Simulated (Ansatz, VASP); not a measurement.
**ZnAu in two plane-wave programs**

Aim: how closely do two programs agree when they are given the same cell, functional and k mesh? The cell is taken from a series of runs on this material, whose earlier steps may have relaxed, scaled, displaced or heated it; both programs get it as it stands.

Program: Ansatz 0.2.0. Level of theory: plane waves, with VASP 6.6.1 beside it; zone-centre phonons at r2SCAN. Results are calculated unless marked as measured.

## (1) Set-up

Symmetry: Pm-3m, No. 221, cubic system. Conventional cell: a = 3.148 Å, b = 3.148 Å, c = 3.148 Å, α = 90.00°, β = 90.00°, γ = 90.00°. Nearest to Zn lie 8 Au at 2.73 Å. Nearest to Au lie 8 Zn at 2.73 Å. Farther neighbours are not listed.

## (2) Ansatz: zone-centre phonons, r2SCAN

Ansatz runs on its default PAW (the set named soft_2) files.

Second derivatives magnify differences that forces hide, and they need a tight electronic threshold.

input.yaml

```yaml
crystal:
  lattice:
    - [3.1481093737, 0.0, 0.0]
    - [0.0, 3.1481093737, 0.0]
    - [0.0, 0.0, 3.1481093737]
  atoms:
    - { symbol: Zn, position: [0.5, 0.5, 0.5] }
    - { symbol: Au, position: [0.0, 0.0, 0.0] }
kpoints:
  mp_grid: { grid: [16, 16, 16] }
hamiltonian:
  xc: r2scan
scf:
  occupations: { method: methfessel_paxton, width: 0.2 }
output:
  eigenvalues: true
phonons:
  method: dfpt
```

Started as:

```console
$ ansatz run input.yaml --threads 4 --pin off --max-ram 7168MiB --backend cpu --events-out ev --progress --plain --runs-dir out
```

Numbers of over 12 decimals in the logs are rounded to 6 here.

The log of the run:

```text
Engine: ansatz 0.2.0, aarch64-unknown-linux-gnu
Pseudopotentials: kind: paw
Pseudopotential: Zn, paw, valence charge 12, recommended cutoff 500 eV (meta_gga), Zn.paw.azcp
Pseudopotential: Au, paw, valence charge 19, recommended cutoff 500 eV (meta_gga), Au.paw.azcp
Functional definition: r2SCAN
  parameter k0 = 0.174
  parameter k1 = 0.065
  parameter a1 = 4.9479
  exchange = r2scan_x(k0 = k0, k1 = k1, a1 = a1)
  correlation = r2scan_c
Crystal: 2 atoms, lattice volume = 31.200 Å³
Basis set: ecut = 500 eV, 751 PW (Γ), exchange–correlation on 120×120×120 points (125 copies of the dense FFT grid, shifted against one another)
Bands: 20, of which v1, the nominal top of the filled ones, is band 16 counted from 1 (15 counted from 0)
Symmetry: 48 space group operations
k-points: 405 of 4096 (irreducible under 8 space group operations, time reversal used)
Non-local potential: Zn, projectors of the file, l = 0: 2, l = 1: 2, l = 2: 3, l = 3: 1
Non-local potential: Au, projectors of the file, l = 0: 3, l = 1: 2, l = 2: 2, l = 3: 1
PAW form: soft (Blöchl's): semilocal exchange-correlation on the pseudo side does not see the compensation charge
PAW frozen core: Zn, regenerated for the run's functional (the file was generated under x = pbe(κ = 0.804, μ = 0.219515), c = pbe(β = 0.066725))
PAW frozen core: Au, regenerated for the run's functional (the file was generated under x = pbe(κ = 0.804, μ = 0.219515), c = pbe(β = 0.066725))
PAW one-centre angular grid: Zn, 590 points (default); XC on 261 of its mesh's 2673 points in the sphere
PAW one-centre angular grid: Au, 590 points (default); XC on 160 Gauss nodes
Initial density: superposition of atomic densities (neutral atoms: chi_scale 0, normalization atom), corrected by the library's trained network
Initial wavefunctions: pseudopotential atomic-orbital guess
Functional: x = r2scan, c = r2scan; τ floored in thin density (d = 2e-4 eV/Å³)
SCF iter   1: F=—  HF=-16489.635910 eV  |F-HF|=—  |Δ(HF+E_count)|=         —  Δρ=1.88e-2  dr2=7.57e-2  dr2_τ=9.16e-3  ethr=1.77e-3  ⟨swp⟩=4.9  Hψ=33032  notcnv=0
preconditioner: auto → none  [metal: Δε(μ)=0.102 eV  Ē_g=13.532 eV  σ=0.200 eV  W_gap=0.40  n_scr=6 (ndim 8)  ℏωp=31.9 eV  f_vac=0.000  D(μ)=0.41/eV (n_scr^D=0)  sad-step TF]
SCF iter   2: F=—  HF=-16489.622195 eV  |F-HF|=—  |Δ(HF+E_count)|=   1.37e-2  S|Δr|=    0.00e0  Δρ=4.66e-3  dr2=7.87e-3  dr2_τ=1.05e-3  ethr=2.44e-4  ⟨swp⟩=2.0  Hψ=17450  notcnv=0  defer=105
SCF iter   3: F=—  HF=-16489.621962 eV  |F-HF|=—  |Δ(HF+E_count)|=   2.33e-4  S|Δr|=    0.00e0  Δρ=4.62e-3  dr2=4.40e-3  dr2_τ=6.05e-4  ethr=2.54e-5  ⟨swp⟩=2.0  Hψ=12907  notcnv=0  defer=105
SCF iter   4: F=—  HF=-16489.621067 eV  |F-HF|=—  |Δ(HF+E_count)|=   8.95e-4  S|Δr|=    0.00e0  Δρ=1.07e-3  dr2=4.05e-4  dr2_τ=4.47e-5  ethr=1.42e-5  ⟨swp⟩=2.1  Hψ=13459  notcnv=0  defer=105
SCF iter   5: F=—  HF=-16489.620967 eV  |F-HF|=—  |Δ(HF+E_count)|=   9.96e-5  S|Δr|=    0.00e0  Δρ=2.41e-4  dr2=1.21e-5  dr2_τ=1.28e-6  ethr=1.31e-6  ⟨swp⟩=2.4  Hψ=15805  notcnv=0  defer=105
SCF iter   6: F=—  HF=-16489.620978 eV  |F-HF|=—  |Δ(HF+E_count)|=   1.11e-5  S|Δr|=    0.00e0  Δρ=5.92e-5  dr2=7.85e-7  dr2_τ=4.77e-8  ethr=3.91e-8  ⟨swp⟩=2.0  Hψ=14224  notcnv=0  defer=105
SCF iter   7: F=—  HF=-16489.620973 eV  |F-HF|=—  |Δ(HF+E_count)|=   4.71e-6  S|Δr|=    0.00e0  Δρ=1.20e-5  dr2=3.75e-8  dr2_τ=5.22e-10  ethr=2.53e-9  ⟨swp⟩=2.0  Hψ=14249  notcnv=0  defer=105
SCF iter   8: F=—  HF=-16489.620973 eV  |F-HF|=—  |Δ(HF+E_count)|=   9.24e-9  S|Δr|=    0.00e0  Δρ=1.19e-6  dr2=2.17e-10  dr2_τ=1.14e-11  ethr=1.21e-10  ⟨swp⟩=2.1  Hψ=12116  notcnv=0  defer=105
SCF iter   9: F=-16489.620973 eV  HF=-16489.620973 eV  |F-HF|=7.28e-12  |Δ(HF+E_count)|=  5.09e-10  S|Δr|=    0.00e0  Δρ=1.31e-7  dr2=5.11e-12  dr2_τ=4.44e-13  ethr=1.00e-12  ⟨swp⟩=6.0  Hψ=45025  notcnv=0
SCF 1 converged in 9 iterations: F = -16489.620973 eV  dr2 = 5.11e-12
  greatest PAW one-centre occupation: 1.003 electrons in one spin orbital (limit 2), on the Au atom at site 1 (counted from 0), in its partial waves of l = 0
DFPT response loops at Γ: preconditioner auto → Kerker (q_TF=auto, 2.725 Å⁻¹) (partly filled bands, converged f_vac=0.000); β = 1.00, the filter's whole step (`scf.mixing.beta` (0.50) is not read by the response loops under this deck's `scf.mixing.preconditioner`; to damp them name `kerker` or `kerker_dos`, under which they read `scf.mixing.beta`, and type it under 1.00, their step now; both keys bind the ground state too); Broyden in place of MSR1
SCF converged after 9 iterations
Stability not checked: this state was not tested for a lower state beside it, because cold or Methfessel-Paxton smearing, or corrected tetrahedra, fill the levels in a way that the test cannot read (fill_not_monotonic; see scf.lower_state_search)
Free energy (F): -16489.620973 eV
Harris-Foulkes:  -16489.620973 eV  (|F-HF|=7.28e-12)
Internal energy: -16489.621206 eV  (E = F + TS)
E sigma→0 (E₀):  -16489.621032 eV
Entropy (-TS):   0.000233 eV (0.116 meV/atom)
Fermi energy:    16.921249 eV
--- Per-component energies (eV) ---
  E_band       = -192.334654
  E_kinetic    = 735.988050
  E_local      = -3262.826172  (includes V_loc(G=0)·N_el)
  E_nonlocal   = 691.055299
  E_hartree    = 1382.406292
  E_xc         = -342.881702
  E_vxc        = -362.176247  (∫ρ·V_xc dr)
  E_paw        = -11579.738974  (= ΣΔE_a)
  E_vpaw       = -783.510544  (= ΣTr[D̂ρ^β])
  E_aug_tail   = 0.000864  (compensation charges beyond the density's cutoff)
  E_vtau       = 24.321575  (kinetic-family band-sum trace: ∫τ·v_τ [+ j·A + Jᵃ·Aᵃ] dr)
  E_ewald      = -4113.265922
  E_core_change = -0.358942  (= ΣΔE_core)
  E_smearing   = 0.000233  (= −TS)
  E_closure    = -0.000000  (closes the sum)
  Σ components = -16489.620973   (vs F -16489.620973, Δ=0.00e0)
--- Band table (eV; the first three rows and the last of 405) ---
  k-point 0: bands = [... 12 lower, 12.9192, 12.9192, 12.9192, 22.1822, 22.1822, 22.1822, 26.3808, 29.4168]
  k-point 1: bands = [... 12 lower, 12.8645, 12.8645, 12.9133, 21.5829, 22.3181, 22.3181, 26.7584, 29.3417]
  k-point 2: bands = [... 12 lower, 12.7138, 12.7138, 12.8965, 20.3118, 22.7126, 22.7126, 27.2930, 29.1320]
  k-point 404: bands = [... 12 lower, 13.5671, 13.5671, 18.6856, 20.6715, 20.7894, 20.7894, 20.7894, 23.1015]
--- Phonons (Γ-DFPT): 2 representative perturbations + reference, on 405 of 4096 k-points (Σ response iterations 15) ---
  k mesh reduced under 8 symmetry operations, with k and −k counted as one. Each operation leaves every solved perturbation unchanged. A smaller set is not considered because the functional reads the kinetic-energy density
  ASR residual: 1.864e-4 → 0.000e0 eV/Å²; symmetrization residual: 2.042e-5 eV/Å²
  ASR residual per site (eV/Å²): 1.86e-4 4.19e-5
  Γ frequencies (cm⁻¹): 0.00 0.00 0.00 135.75 135.75 135.75
  non-analytic LO–TO correction: not included (Born effective charges unavailable; polar crystals: no LO–TO splitting at Γ)
```

Reading the cycles: dr2 is the Hartree energy of the density residual (eV), the measure of convergence; HF is the Harris–Foulkes estimate of the energy, which meets the free energy F at convergence.

(Part 1 of 2 ends here.)

[Lines on the potential files, build, host, timing and source positions are cut from VASP's logs without a mark.]

[Logs are printed without paths, hosts, clocks, repeated set-up lines and the standing remarks that a program may print on its own settings, such as how far it seeks lower states.]

[Hosts, paths, dates, database ids (printed as entryN), source tags and the programs' standing remarks are cut or masked in the printed files.]
